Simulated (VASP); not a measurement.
Computed with LDA (Ceperley-Alder, Perdew-Zunger), VASP's LDA PAW potentials (set 64) (plane waves; VASP).

VASP input:

### INCAR
```
SYSTEM = KF
PREC = Accurate; ENCUT = 520; LREAL = .False.
LASPH = .True.; ICHARG = 11
EDIFF = 1E-7; NELM = 100; ALGO = Normal
ISMEAR = 0; SIGMA = 0.05
LWAVE = .False.; LCHARG = .False.; LORBIT = 11
```

**POSCAR**
```
KF
3.6573770
  0.0000000000   0.7071068558   0.7071068558
  0.7071068558   0.0000000000   0.7071068558
  0.7071068558   0.7071068558   0.0000000000
K F
1 1
Cartesian
  0.0000000000   0.0000000000   0.0000000000
  0.7071068558   0.7071068558   0.7071068558
```

### KPOINTS
```
k-points along high-symmetry lines
15
Line-mode
Reciprocal
  0.000000   0.000000   0.000000 ! GAMMA
  0.500000   0.000000   0.500000 ! X

  0.500000   0.000000   0.500000 ! X
  0.625000   0.250000   0.625000 ! U

  0.375000   0.375000   0.750000 ! K
  0.000000   0.000000   0.000000 ! GAMMA

  0.000000   0.000000   0.000000 ! GAMMA
  0.500000   0.500000   0.500000 ! L

  0.500000   0.500000   0.500000 ! L
  0.500000   0.250000   0.750000 ! W

  0.500000   0.250000   0.750000 ! W
  0.500000   0.000000   0.500000 ! X
```

POTCAR, in this order: K_sv F (LDA.64 set). Program: vasp_std. Read from the step before: CHGCAR.

The run wrote:

OSZICAR:
```
       N       E                     dE             d eps       ncg     rms          rms(c)
DAV:   1     0.123179400075E+03    0.12318E+03   -0.84786E+03  2160   0.131E+03
DAV:   2    -0.246206589934E+01   -0.12564E+03   -0.11159E+03  2548   0.346E+02
DAV:   3    -0.835314625017E+01   -0.58911E+01   -0.58424E+01  2772   0.691E+01
DAV:   4    -0.853553987380E+01   -0.18239E+00   -0.18224E+00  3320   0.115E+01
DAV:   5    -0.853824476750E+01   -0.27049E-02   -0.27046E-02  2784   0.126E+00
DAV:   6    -0.853829891098E+01   -0.54143E-04   -0.54143E-04  3224   0.133E-01
DAV:   7    -0.853829943573E+01   -0.52475E-06   -0.52476E-06  2820   0.136E-02
DAV:   8    -0.853829943978E+01   -0.40552E-08   -0.40522E-08  1932   0.131E-03
   1 F= -.85382994E+01 E0= -.85382994E+01  d E =-.230294E-11
```

File OUTCAR:
```
 val. band max:       -2.9432195973   @ k =   0.0000   0.0000   0.0000

 cond. band min:       3.3715161065   @ k =   0.0000   0.0000   0.0000



 k-point     1 :       0.0000    0.0000    0.0000
  band No.  band energies     occupation
      1     -28.3369      2.00000
      2     -21.2107      2.00000
      3     -11.7171      2.00000
      4     -11.7171      2.00000
      5     -11.7171      2.00000
      6      -2.9432      2.00000
      7      -2.9432      2.00000
      8      -2.9432      2.00000
      9       3.3715      0.00000
     10       7.8203      0.00000
     11       7.8203      0.00000
     12       7.8203      0.00000

 k-point     2 :       0.0357    0.0000    0.0357
  band No.  band energies     occupation
      1     -28.3342      2.00000
      2     -21.2134      2.00000
      3     -11.7210      2.00000
      4     -11.7210      2.00000
      5     -11.7170      2.00000
      6      -2.9762      2.00000
      7      -2.9450      2.00000
      8      -2.9450      2.00000
      9       3.4262      0.00000
     10       7.7569      0.00000
     11       7.8598      0.00000
     12       7.8598      0.00000

 k-point     3 :       0.0714    0.0000    0.0714
  band No.  band energies     occupation
      1     -28.3263      2.00000
      2     -21.2211      2.00000
      3     -11.7325      2.00000
      4     -11.7325      2.00000
      5     -11.7182      2.00000
      6      -3.0664      2.00000
      7      -2.9499      2.00000
      8      -2.9499      2.00000
      9       3.5838      0.00000
     10       7.5801      0.00000
     11       7.9772      0.00000
     12       7.9772      0.00000

 k-point     4 :       0.1071    0.0000    0.1071
  band No.  band energies     occupation
      1     -28.3136      2.00000
      2     -21.2326      2.00000
      3     -11.7511      2.00000
      4     -11.7511      2.00000
      5     -11.7254      2.00000
      6      -3.1918      2.00000
      7      -2.9570      2.00000
...
```

The density is held fixed in this step, so its total energy and stress have no physical meaning.

The structure comes from a computed database's KF entry (Fm-3m); how it stands against other phases isn't given here. It was relaxed first, which changed the volume by -8 %.
